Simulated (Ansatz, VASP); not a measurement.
## Cross-check of KGeH3 (perovskite type (invented)) between VASP and Ansatz

One calculation is typed for both programs; each brings its own data sets. How far apart do they land? The cell is generated by rule, not measured, and may not be a known phase. The two relaxations start from unlike cells of this crystal (the structure described is Ansatz's start), so only their ends are compared.

Program: Ansatz 0.2.0. Level of theory: plane waves, with VASP 6.6.1 beside it; relaxation of cell and atoms at LDA. Results are calculated unless marked as measured.

## (1) The starting structure

It takes space group Pm-3m (No. 221, cubic). The conventional cell has a = 4.260 Å, b = 4.260 Å, c = 4.260 Å, α = 90.00°, β = 90.00°, γ = 90.00°. K has 12 H at 3.01 Å nearest. Nearest to Ge lie 6 H at 2.13 Å. H has 2 Ge at 2.13 Å and 4 K at 3.01 Å and 8 H at 3.01 Å nearest. Farther neighbours are not listed.

## (2) Ansatz: relaxation of cell and atoms, LDA

Ansatz runs on its default PAW (the set named soft_2) files.

The relaxed volume is the usual yardstick between codes: in a stiff, nearly cubic crystal its relative difference is about their pressure difference at one cell divided by the bulk modulus.

input.yaml reads:

```yaml
crystal:
  lattice:
    - [4.26, 0.0, 0.0]
    - [0.0, 4.26, 0.0]
    - [0.0, 0.0, 4.26]
  atoms:
    - { symbol: K, position: [0.0, 0.0, 0.0] }
    - { symbol: Ge, position: [0.5, 0.5, 0.5] }
    - { symbol: H, position: [0.5, 0.5, 0.0] }
    - { symbol: H, position: [0.5, 0.0, 0.5] }
    - { symbol: H, position: [0.0, 0.5, 0.5] }
kpoints:
  mp_grid: { grid: [8, 8, 8] }
hamiltonian:
  xc: lda
scf:
  occupations: { method: gaussian, width: 0.1 }
output:
  forces: true
  stress: true
  eigenvalues: true
  write_density: true
  write_potential: true
  elf: true
  volumetric_format: npy
relax:
  adjacent_minimum: "off"
  f_tol: 0.005
  max_steps: 80
  cell: { stress_tol: 0.05 }
```

The run is started by

```
> ansatz run input.yaml --threads 4 --pin off --max-ram 9216MiB --backend cpu --events-out ev --progress --plain --runs-dir out
```

Numbers of over 12 decimals in the logs are rounded to 6 here.

The program printed:

```text
Engine: ansatz 0.2.0, x86_64-unknown-linux-gnu
Pseudopotentials: kind: paw
Pseudopotential: K, paw, valence charge 9, recommended cutoff 420 eV (normal), K.paw.azcp
Pseudopotential: Ge, paw, valence charge 14, recommended cutoff 420 eV (normal), Ge.paw.azcp
Pseudopotential: H, paw, valence charge 1, recommended cutoff 420 eV (normal), H.paw.azcp
Functional definition: SPW92
  exchange = slater_x
  correlation = pw_c
Crystal: 5 atoms, lattice volume = 77.309 Å³
Basis set: ecut = 420 eV, 1503 PW (Γ)
Bands: 18, of which v1, the nominal top of the filled ones, is band 13 counted from 1 (12 counted from 0)
Symmetry: 48 space group operations
Space group: Pm-3m (ITA 221), of the structure as read, at distance tolerance 4.3e-5 Å
k-points: 35 of 512
Non-local potential: K, projectors of the file, l = 0: 3, l = 1: 2, l = 2: 2
Non-local potential: Ge, projectors of the file, l = 0: 2, l = 1: 2, l = 2: 3, l = 3: 1
Non-local potential: H, projectors of the file, l = 0: 2, l = 1: 1
PAW form: soft (Blöchl's): semilocal exchange-correlation on the pseudo side does not see the compensation charge
PAW frozen core: K, regenerated for the run's functional, and the local potential with it (the file was generated under x = pbe(κ = 0.804, μ = 0.219515), c = pbe(β = 0.066725))
PAW frozen core: Ge, regenerated for the run's functional, and the local potential with it (the file was generated under x = pbe(κ = 0.804, μ = 0.219515), c = pbe(β = 0.066725))
PAW one-centre angular grid: K, 110 points (default); XC on 64 Gauss nodes
PAW one-centre angular grid: Ge, 590 points (default); XC on 64 Gauss nodes
PAW one-centre angular grid: H, 110 points (default); XC on 64 Gauss nodes
Initial density: superposition of atomic densities (neutral atoms: chi_scale 0, normalization atom), corrected by the library's trained network
Initial wavefunctions: pseudopotential atomic-orbital guess
Functional: x = slater, c = lda
SCF iter   1: F=—  HF=-5758.327517 eV  |F-HF|=—  |Δ(HF+E_count)|=         —  Δρ=1.01e-2  dr2=6.78e-2  ethr=1.77e-3  ⟨swp⟩=5.4  Hψ=3067  notcnv=0
preconditioner: auto → LDOS  [insulator: Δε(μ)=0.171 eV  Ē_g=12.454 eV  σ=0.100 eV  W_gap=0.53  n_scr=18 (ndim 8)  ℏωp=15.8 eV  f_vac=0.012  D(μ)=1.19/eV (n_scr^D=6)  ε∞_Penn≈2.6  β→1.0]
SCF iter   2: F=—  HF=-5758.304997 eV  |F-HF|=—  |Δ(HF+E_count)|=   2.25e-2  Δρ=3.05e-3  dr2=4.54e-3  ethr=2.61e-4  ⟨swp⟩=2.0  Hψ=1137  notcnv=0  defer=15
preconditioner: auto → Kerker (q_TF=auto, 2.275 Å⁻¹)  [metal: Δε(μ)=0.059 eV  Ē_g=12.484 eV  σ=0.100 eV  W_gap=0.32  n_scr=18 (ndim 8)  ℏωp=15.8 eV  f_vac=0.005  D(μ)=1.03/eV (n_scr^D=6)  β→0.5]
SCF iter   3: F=—  HF=-5758.303537 eV  |F-HF|=—  |Δ(HF+E_count)|=   1.46e-3  Δρ=5.87e-4  dr2=1.10e-4  ethr=1.75e-5  ⟨swp⟩=3.0  Hψ=1062  notcnv=0  defer=15
SCF iter   4: F=—  HF=-5758.303560 eV  |F-HF|=—  |Δ(HF+E_count)|=   2.36e-5  Δρ=1.93e-4  dr2=2.19e-5  ethr=4.23e-7  ⟨swp⟩=2.2  Hψ=905  notcnv=0  defer=15
SCF iter   5: F=—  HF=-5758.303560 eV  |F-HF|=—  |Δ(HF+E_count)|=   2.65e-8  Δρ=5.53e-5  dr2=4.59e-6  ethr=8.43e-8  ⟨swp⟩=2.0  Hψ=782  notcnv=0  defer=15
SCF iter   6: F=—  HF=-5758.303561 eV  |F-HF|=—  |Δ(HF+E_count)|=   2.74e-7  Δρ=1.69e-5  dr2=6.63e-7  ethr=1.76e-8  ⟨swp⟩=1.7  Hψ=690  notcnv=0  defer=15
SCF iter   7: F=-5758.303560 eV  HF=-5758.303560 eV  |F-HF|=1.79e-8  |Δ(HF+E_count)|=   1.88e-7  Δρ=4.63e-6  dr2=3.03e-8  ethr=3.85e-10  ⟨swp⟩=10.8  Hψ=4336  notcnv=0
SCF 1 converged in 7 iterations: F = -5758.303560 eV  dr2 = 3.03e-8
  greatest PAW one-centre occupation: 0.998 electrons in one spin orbital (limit 2), on the Ge atom at site 1 (counted from 0), in its partial waves of l = 2
relax step   1: F+E_penalty+E_count = -5758.30356035 eV  Δ(F+E_penalty+E_count) = +0.000e0 eV  max|allowed force component| = 1.356e-29 eV/Å  Δτ_max = 0.0000 Å  P = -6.376 GPa  Ω = 77.309 Å³  (7 SCF iters, dr2 threshold 1.00e-7 eV, accepted)
[...]
relax step   3: F+E_penalty+E_count = -5758.69528500 eV  Δ(F+E_penalty+E_count) = -4.966e-2 eV  max|allowed force component| = 5.095e-30 eV/Å  Δτ_max = 0.0000 Å  P = +1.699 GPa  Ω = 58.553 Å³  energy of the carried Pulay correction = +8.452e-3 eV  (7 SCF iters, dr2 threshold 5.00e-7 eV, accepted)
[...]
relax step   4: F+E_penalty+E_count = -5758.70661170 eV  Δ(F+E_penalty+E_count) = -1.133e-2 eV  max|allowed force component| = 1.089e-29 eV/Å  Δτ_max = 0.0000 Å  P = -0.094 GPa  Ω = 61.117 Å³  energy of the carried Pulay correction = +7.161e-3 eV  (6 SCF iters, dr2 threshold 5.00e-7 eV, accepted)
[...]
relax step   5: F+E_penalty+E_count = -5758.70672326 eV  Δ(F+E_penalty+E_count) = -1.116e-4 eV  max|allowed force component| = 4.304e-30 eV/Å  Δτ_max = 0.0000 Å  P = -0.001 GPa  Ω = 60.977 Å³  energy of the carried Pulay correction = +7.231e-3 eV  (5 SCF iters, dr2 threshold 2.23e-8 eV, accepted)
[...]
relax step   6: F+E_penalty+E_count = -5758.70148470 eV  Δ(F+E_penalty+E_count) = +5.239e-3 eV  max|allowed force component| = 2.649e-30 eV/Å  Δτ_max = 0.0000 Å  P = -0.046 GPa  Ω = 60.977 Å³  stress off target by 4.60e-2 GPa  SCF on the basis re-selected at this cell (its energy is not comparable with the rows above)  (7 SCF iters)
basis re-selected at this cell: Δ(F+E_penalty+E_count) = +5.239e-3 eV, ΔP = -0.045 GPa vs the last step (what re-selecting the basis moved, of the pressure what is left beyond the Pulay correction that the steps carried, after the strain that the cell walked since its last selection, with what the two solves' SCF thresholds leave and, on support functions, any second-order correction that the steps lacked; it is no measure of the basis error at this ecutwfc). The dense FFT grid was sized anew with the basis: this SCF ran on 27×27×27 points, the steps before it on 30×30×30, so part of this shift can come from that change (see relax.cell in the input reference). [rest of the remark cut]
SCF converged after 7 iterations
Free energy (F): -5758.701485 eV
Harris-Foulkes:  -5758.701485 eV  (|F-HF|=8.19e-12)
Internal energy: -5758.690450 eV  (E = F + TS)
E sigma→0 (E₀):  -5758.695968 eV
Entropy (-TS):   -0.011034 eV (-2.207 meV/atom)
Fermi energy:    6.818560 eV
--- Per-component energies (eV) ---
  E_band       = -264.683972
  E_kinetic    = 404.595421
  E_local      = -3069.456932  (includes V_loc(G=0)·N_el)
  E_nonlocal   = 438.305211
  E_hartree    = 1284.531976
  E_xc         = -235.078141
  E_vxc        = -263.659301  (∫ρ·V_xc dr)
  E_paw        = -2682.198807  (= ΣΔE_a)
  E_vpaw       = -343.530058  (= ΣTr[D̂ρ^β])
  E_aug_tail   = -0.002283  (compensation charges beyond the density's cutoff)
  E_ewald      = -1901.552721
  E_core_change = 2.165826  (= ΣΔE_core)
  E_smearing   = -0.011034  (= −TS)
  E_closure    = -0.000000  (closes the sum)
  Σ components = -5758.701485   (vs F -5758.701485, Δ=0.00e0)
--- Forces (eV/Å), atoms counted from 1 ---
  atom   1  K      0.00000000    -0.00000000     0.00000000
  atom   2  Ge     0.00000000     0.00000000     0.00000000
  atom   3  H     -0.00000000     0.00000000    -0.00000000
  atom   4  H      0.00000000    -0.00000000    -0.00000000
  atom   5  H     -0.00000000     0.00000000     0.00000000
  max |Σ_I F_I| component: 3.19e-30 eV/Å
--- Stress (GPa, compression-positive) ---
       -0.046020      -0.000000       0.000000
       -0.000000      -0.046020      -0.000000
        0.000000      -0.000000      -0.046020
  P = ⅓ Tr σ = -0.0460 GPa (-0.460 kbar)
--- Band table (eV; the first three rows and the last of 35) ---
  k-point 0: bands = [... 9 lower, -4.5466, 3.9568, 3.9568, 6.8474, 6.8474, 6.8474, 9.0244, 12.6062, ... 1 higher]
  k-point 1: bands = [... 9 lower, -4.3869, 3.2299, 4.0233, 6.8459, 6.8459, 7.0164, 9.9897, 12.1340, ... 1 higher]
  k-point 2: bands = [... 9 lower, -3.9670, 1.8922, 4.1963, 6.8382, 6.8382, 7.4873, 11.2115, 11.9122, ... 1 higher]
  k-point 34: bands = [... 9 lower, -1.0269, 0.8198, 0.8198, 0.8198, 10.1877, 10.1877, 10.1877, 14.7715, ... 1 higher]
--- Relaxed structure (5 steps of the walk, 5 accepted, 1 SCFs on fresh bases) ---
  F+E_penalty+E_count = -5758.70148470 eV   max|allowed force component| = 2.649e-30 eV/Å   (the final SCF, on the basis selected at the relaxed cell)
  cell:  # Å, volume = 60.9768 Å³
    - [3.935999, 0, 0]
    - [0, 3.935999, 0]
    - [0, 0, 3.935999]
  atoms:
    - { symbol: K, position: [0, 0, 0] }
    - { symbol: Ge, position: [0.5, 0.5, 0.5] }
    - { symbol: H, position: [0.5, 0.5, 0] }
    - { symbol: H, position: [0.5, 0, 0.5] }
    - { symbol: H, position: [0, 0.5, 0.5] }
```

The column dr2 measures how far the density is from self-consistency, as an energy; F and HF (Harris–Foulkes) agree once it is small.

## (3) VASP: relaxation of cell and atoms, LDA

Its own start cell and the same functional (in two slightly different forms), mesh and smearing now go to VASP, with its own data sets.

Lines of VASP's logs that name or quote its potential files are left out, and so is its time.

INCAR reads:

```
SYSTEM = KGeH3
PREC = Accurate
ENCUT = 500
EDIFF = 1E-07
NELM = 120
ISMEAR = 0
SIGMA = 0.1
LREAL = .FALSE.
ALGO = Normal
GGA = CA
NBANDS = 19
LORBIT = 11
LWAVE = .FALSE.
LCHARG = .FALSE.
ISIF = 3
IBRION = 2
NSW = 80
EDIFFG = -0.005
LASPH = .TRUE.
GGA_COMPAT = .FALSE.
NELMIN = 4
KPAR = 2
```

POSCAR reads:

```
KGeH3
1.0
    3.9378535466      0.0000000000      0.0000000000
    0.0000000000      3.9378535466      0.0000000000
    0.0000000000      0.0000000000      3.9378535466
K Ge H
1 1 3
Direct
    0.0000000000      0.0000000000      0.0000000000
    0.5000000000      0.5000000000      0.5000000000
    0.5000000000      0.5000000000      0.0000000000
    0.5000000000      0.0000000000      0.5000000000
    0.0000000000      0.5000000000      0.5000000000
```

KPOINTS reads:

```
Automatic mesh
0
Gamma
8 8 8
0 0 0
```

The projector-augmented-wave data sets are K_sv, Ge_d and H (LDA family, release 64).

The run is started by

```
> mpirun -np 2 vasp_std
```

The program printed:

```text
[banner, memory and clock lines left out]
running    2 mpi-ranks, on    1 nodes
 distrk:  each k-point on    1 cores,    2 groups
 distr:  one band on    1 cores,    1 groups

 POSCAR found type information on POSCAR K GeH
 POSCAR found :  3 types and       5 ions
 LDA part: xc-table for (Slater(with rela. corr.)+CA(PZ))
 , standard interpolation
 POSCAR, INCAR and KPOINTS ok, starting setup
 FFT: planning ... GRIDC
 FFT: planning ... GRID_SOFT
 FFT: planning ... GRID
 WAVECAR not read
 entering main loop
       N       E                     dE             d eps       ncg     rms          rms(c)
DAV:   1     0.200435164367E+03    0.20044E+03   -0.13052E+04  1464   0.246E+03
DAV:   2     0.618271323820E+01   -0.19425E+03   -0.18740E+03  1349   0.579E+02
DAV:   3    -0.165687245461E+02   -0.22751E+02   -0.22519E+02  1665   0.132E+02
DAV:   4    -0.173919208968E+02   -0.82320E+00   -0.82043E+00  1713   0.251E+01
DAV:   5    -0.174369840797E+02   -0.45063E-01   -0.45049E-01  2124   0.509E+00    0.543E+00
DAV:   6    -0.168895496304E+02    0.54743E+00   -0.43063E-01  1809   0.497E+00    0.361E+00
DAV:   7    -0.167040671169E+02    0.18548E+00   -0.51024E-01  1721   0.362E+00    0.159E+00
DAV:   8    -0.167037890066E+02    0.27811E-03   -0.58874E-02  1693   0.247E+00    0.300E-01
DAV:   9    -0.167023263867E+02    0.14626E-02   -0.58124E-03  2079   0.806E-01    0.102E-01
DAV:  10    -0.167023694211E+02   -0.43034E-04   -0.43781E-04  1781   0.210E-01    0.454E-02
DAV:  11    -0.167023491983E+02    0.20223E-04   -0.33927E-05  1812   0.449E-02    0.129E-02
DAV:  12    -0.167023481807E+02    0.10176E-05   -0.11136E-05  1787   0.287E-02    0.293E-03
DAV:  13    -0.167023482672E+02   -0.86489E-07   -0.11463E-06  1762   0.857E-03    0.265E-03
DAV:  14    -0.167023482093E+02    0.57868E-07   -0.16168E-07  1185   0.270E-03
   1 F= -.16702348E+02 E0= -.16696700E+02  d E =-.167023E+02
 curvature:   0.00 expect dE= 0.000E+00 dE for cont linesearch  0.000E+00
 trial: gam= 0.00000 g(F)=  0.000E+00 g(S)=  0.472E-04 ort = 0.000E+00 (trialstep = 0.100E+01)
 search vector abs. value=  0.472E-04
 bond charge predicted
       N       E                     dE             d eps       ncg     rms          rms(c)
DAV:   1    -0.167026809987E+02   -0.33273E-03   -0.52019E-03  1524   0.110E+00    0.107E-01
DAV:   2    -0.167024561004E+02    0.22490E-03   -0.42867E-04  1936   0.308E-01    0.500E-02
DAV:   3    -0.167023880828E+02    0.68018E-04   -0.15087E-04  2306   0.156E-01    0.295E-02
DAV:   4    -0.167023854028E+02    0.26800E-05   -0.12331E-05  1884   0.423E-02    0.984E-03
DAV:   5    -0.167023845339E+02    0.86886E-06   -0.20437E-06  2212   0.130E-02    0.255E-03
DAV:   6    -0.167023845150E+02    0.18878E-07   -0.10330E-07  1128   0.318E-03
   2 F= -.16702385E+02 E0= -.16696689E+02  d E =-.363057E-04
 trial-energy change:   -0.000036  1 .order   -0.000031   -0.000047   -0.000014
 step:   1.1858(harm=  1.4150)  dis= 0.00000  next Energy=   -16.702386 (dE=-0.376E-04)
 reached required accuracy - stopping structural energy minimisation
```

OUTCAR, selected parts (step 3):

```text
ion  position               nearest neighbor table
   1  0.000  0.000  0.000-
   2  0.500  0.500  0.500-
   3  0.500  0.500  0.000-
   4  0.500  0.000  0.500-
   5  0.000  0.500  0.500-

  LATTYP: Found a simple cubic cell.
 ALAT       =     3.9378535466

 Subroutine GETGRP returns: Found 48 space group operations
 (whereof 48 operations were pure point group operations)

The static configuration has the point symmetry O_h .

 Found     35 irreducible k-points:

   k-points           NKPTS =     35   k-points in BZ     NKDIM =     35   number of bands    NBANDS=     19

   dimension x,y,z NGX =    30 NGY =   30 NGZ =   30
   dimension x,y,z NGXF=    60 NGYF=   60 NGZF=   60

   ENCUT  =  500.0 eV  36.75 Ry    6.06 a.u.   7.18  7.18  7.18*2*pi/ulx,y,z

   NELECT =      26.0000    total number of electrons

 k-points in reciprocal lattice and weights: Automatic mesh
   0.00000000  0.00000000  0.00000000       0.002
   0.12500000  0.00000000  0.00000000       0.012
   0.25000000  0.00000000  0.00000000       0.012
   0.37500000  0.00000000  0.00000000       0.012
   0.50000000  0.00000000  0.00000000       0.006
   0.12500000  0.12500000  0.00000000       0.023
   0.25000000  0.12500000  0.00000000       0.047
   0.37500000  0.12500000  0.00000000       0.047
   0.50000000  0.12500000  0.00000000       0.023
[...]
0.50000000  0.50000000  0.37500000       0.012
   0.50000000  0.50000000  0.50000000       0.002

 average (electrostatic) potential at core
       1 -34.6150       2 -77.1318       3 -33.4500       4 -33.4500       5 -33.4500

 E-fermi :   3.1310

 k-point     1 :       0.0000    0.0000    0.0000
  band No.  band energies     occupation
    ...
     11       0.2689      2.00000
     12       0.2689      2.00000
     13       3.1592      0.68992
     14       3.1592      0.68992
     15       3.1592      0.68992
     16       5.3616      0.00000
     17       8.9278      0.00000
     18       8.9278      0.00000
     19       9.8654      0.00000

 k-point     2 :       0.1250    0.0000    0.0000
  band No.  band energies     occupation
    ...
     10      -8.0634      2.00000
     11      -0.4579      2.00000
     12       0.3353      2.00000
     13       3.1575      0.70843
     14       3.1575      0.70843
     15       3.3347      0.00397
     16       6.3204      0.00000
     17       8.4501      0.00000
     18       9.1029      0.00000
     19       9.7761      0.00000

 k-point     3 :       0.2500    0.0000    0.0000
  band No.  band energies     occupation
    ...
     10      -7.6424      2.00000
     11      -1.7949      2.00000
     12       0.5085      2.00000
     13       3.1490      0.79905
     14       3.1490      0.79905
     15       3.8113      0.00000
     16       7.5203      0.00000
     17       8.2375      0.00000
     18       9.3876      0.00000
     19       9.7028      0.00000

  Total       -0.0118440     -0.0118440     -0.0118440     -0.0000000     -0.0000000      0.0000000
  in kB       -0.3111260     -0.3111260     -0.3111260     -0.0000000     -0.0000000      0.0000000
  external PRESSURE =      -0.3111260 kB  Pullay stress =       0.0000000 kB

  energy-cutoff  :      500.00
  volume of cell :       60.99
      direct lattice vectors                 reciprocal lattice vectors
     3.936319276  0.000000000 -0.000000000     0.254044433 -0.000000000  0.000000000
     0.000000000  3.936319276  0.000000000    -0.000000000  0.254044433 -0.000000000
    -0.000000000  0.000000000  3.936319276     0.000000000 -0.000000000  0.254044433

 POSITION                                       TOTAL-FORCE (eV/Angst)
 -----------------------------------------------------------------------------------
      0.00000      0.00000      0.00000         0.000000     -0.000000      0.000000
      1.96816      1.96816      1.96816        -0.000000      0.000000      0.000000
      1.96816      1.96816      0.00000         0.000000     -0.000000      0.000000
      1.96816      0.00000      1.96816         0.000000     -0.000000      0.000000
     -0.00000      1.96816      1.96816         0.000000     -0.000000      0.000000
 -----------------------------------------------------------------------------------
    total drift:                                0.000000      0.000000      0.000000

  FREE ENERGIE OF THE ION-ELECTRON SYSTEM (eV)
  ---------------------------------------------------
  free  energy   TOTEN  =       -16.7023845150 eV

  energy  without entropy=      -16.6909942393  energy(sigma->0) =      -16.69668938

 reached required accuracy - stopping structural energy minimisation

 total charge
# of ion       s       p       d       tot
------------------------------------------
    1        1.962   5.560   0.045   7.567
    2        1.251   1.026  10.045  12.322
    3        0.481   0.011   0.000   0.491
    4        0.481   0.011   0.000   0.491
    5        0.481   0.011   0.000   0.491
--------------------------------------------------
tot          4.655   6.619  10.090  21.363

[... 3 further parts left out ...]
```

CONTCAR:

```
KGeH3
   1.00000000000000
     3.9363192760313122    0.0000000000000000   -0.0000000000000000
     0.0000000000000000    3.9363192760313122    0.0000000000000000
    -0.0000000000000000    0.0000000000000000    3.9363192760313122
  K               Ge              H
     1     1     3
Direct
     0.0000000000000000    0.0000000000000000    0.0000000000000000
     0.5000000000000000    0.5000000000000000    0.5000000000000000
     0.5000000000000000    0.5000000000000000    0.0000000000000000
     0.5000000000000000    0.0000000000000000    0.5000000000000000
     0.0000000000000000    0.5000000000000000    0.5000000000000000
```

## (4) Comparison

Known differences besides the potentials themselves: the two LDA forms differ slightly; the cutoff is 420 eV in Ansatz and 500 eV in VASP; VASP's log shows a relativistic correction to its local exchange, Ansatz's none; Ansatz adds a Pulay correction to the stress that steers its cell, VASP none. Total energies have different zeros and are not compared.

Both answers:

| quantity | Ansatz | VASP | difference |
| --- | --- | --- | --- |
| volume (Å³) | 60.98 | 60.99 | -0.02 % |
| edge a after relaxation, in the typed setting (Å) | 3.936 | 3.936 | -0.01 % |

## (5) What came out

| Item | Value |
| --- | --- |
| difference in volume (relaxation of cell and atoms, LDA) | -0.024 % |

What this shows: The difference in volume is -0.024 % (relaxation of cell and atoms, LDA), within the 1.2 % picked in this series as the mark of a large difference, as far as the stopping tolerances let one tell. Such differences can come from data sets, numerical settings and the points named under the comparisons, not from the functional's error against experiment.

[Lines on the potential files, build, host, timing and source positions are cut from VASP's logs without a mark.]

[Logs are printed without paths, hosts, clocks, repeated set-up lines and the standing remarks that a program may print on its own settings, such as how far it seeks lower states.]

[Hosts, paths, dates, database ids (printed as entryN), source tags and the programs' standing remarks are cut or masked in the printed files.]
